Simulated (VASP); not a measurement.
Input of a VASP 6.6.1 run:

File INCAR:

```
  PREC = Accurate
  ENCUT = 520
  EDIFF = 1E-7
  ISMEAR = 0
  SIGMA = 0.02
  LREAL = F
  LASPH = T
  NELM = 60
  ALGO = Normal
  ISIF = 3
  LWAVE = F
  LCHARG = F
  GGA = PE
  IBRION = 2
  NSW = 80
  EDIFFG = -0.002
```

File KPOINTS:

```
Automatic mesh
0
Gamma
  8 8 8
```

The input POSCAR:

```
SiC
1.0
    0.0000000000      2.1790000000      2.1790000000
    2.1790000000      0.0000000000      2.1790000000
    2.1790000000      2.1790000000      0.0000000000
Si C
1 1
Direct
    0.0000000000      0.0000000000      0.0000000000
    0.2500000000      0.2500000000      0.2500000000
```

Potentials or basis: VASP PAW PBE potentials, release 64 (Si, C).

The run is started by

```console
$ cat potpaw_PBE.64/Si/POTCAR potpaw_PBE.64/C/POTCAR > POTCAR
$ mpirun -np 1 vasp_std > vasp.out
```

Task: What does it give for the relaxed cell?

Result: a = 3.097 Å, b = 3.097 Å, c = 3.097 Å, α = 60.00°, β = 60.00°, γ = 60.00°.

Task: What does it give for the space group after relaxing (to 0.05 Å)?

Result: F-43m (No. 216).

Task: Predict the band gap on the k mesh.

Result: 1.37 eV, indirect (least direct gap 4.53 eV).

Task: Estimate the relaxed volume.

Result: 10.50 Å³/atom.

Final structure:
```
Si C
1.0
     0.00000    2.18972    2.18972
     2.18972    0.00000    2.18972
     2.18972    2.18972    0.00000
Si C
1 1
Cartesian
  0.0000 0.0000 0.0000
  1.0949 1.0949 1.0949
```

A k mesh can miss the band edges. PBE gaps usually lie below the measured ones, often by a third to a half.
